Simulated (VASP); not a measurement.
An input for Quantum ESPRESSO's pw.x (written as the equivalent of a VASP run, and not itself run):

```
&CONTROL
  calculation = 'scf'
  pseudo_dir = './pseudo'
  outdir = './out'
  tprnfor = .true.
  tstress = .true.
/
&SYSTEM
  ibrav = 0
  nat = 5
  ntyp = 3
  ecutwfc = 102
  occupations = 'smearing'
  smearing = 'gaussian'
  degauss = 0.003675
  input_dft = 'pbe'
/
&ELECTRONS
  conv_thr = 7.3e-08
  electron_maxstep = 100
/
ATOMIC_SPECIES
  Rb 85.468 Rb.upf
  Cd 112.414 Cd.upf
  F 18.998 F.upf
CELL_PARAMETERS angstrom
     4.4972852    0.0000000    0.0000000
     0.0000000    4.4972852    0.0000000
     0.0000000    0.0000000    4.4972852
ATOMIC_POSITIONS crystal
  Rb   0.0000000  0.0000000  0.0000000
  Cd   0.5000000  0.5000000  0.5000000
  F    0.0000000  0.5000000  0.5000000
  F    0.5000000  0.0000000  0.5000000
  F    0.5000000  0.5000000  0.0000000
K_POINTS automatic
  5 5 5 0 0 0
```

Question: Write the VASP files for the same calculation (PBE).

Answer: This is not unique; one that fits is 
KPOINTS:
```
Automatic mesh
0
gamma
  5 5 5
0 0 0
```

**INCAR**
```
! general
SYSTEM  = RbCdF3
PREC    = Accurate
ENCUT   = 500
LREAL   = .FALSE.
LASPH   = .TRUE.

! electronic loop
EDIFF   = 1E-6
NELM    = 100
ALGO    = Normal
LMAXMIX = 4

! smearing
ISMEAR  = 0
SIGMA   = 0.05

! functional
GGA     = PE

! output
LWAVE   = .FALSE.
LCHARG  = .TRUE.
```

### POSCAR
```
RbCdF3
1
    4.4972852362     0.0000000000     0.0000000000
    0.0000000000     4.4972852362     0.0000000000
    0.0000000000     0.0000000000     4.4972852362
Rb Cd F
1 1 3
Direct
  0.0000000000   0.0000000000   0.0000000000
  0.5000000000   0.5000000000   0.5000000000
  0.0000000000   0.5000000000   0.5000000000
  0.5000000000   0.0000000000   0.5000000000
  0.5000000000   0.5000000000   0.0000000000
```

POTCAR, in this order: Rb_sv Cd F (PBE.64 set). Program: vasp_std.

Limits of the translation: the potentials are each code's own (VASP's PAW set, PseudoDojo norm-conserving files in pw.x), so ENCUT and ecutwfc are chosen apart and not converted; conv_thr bounds pw.x's estimated SCF error, while EDIFF bounds the energy change between steps.

The structure comes from a computed database's RbCdF3 entry (Pm-3m); how it stands against other phases isn't given here. It was relaxed first.
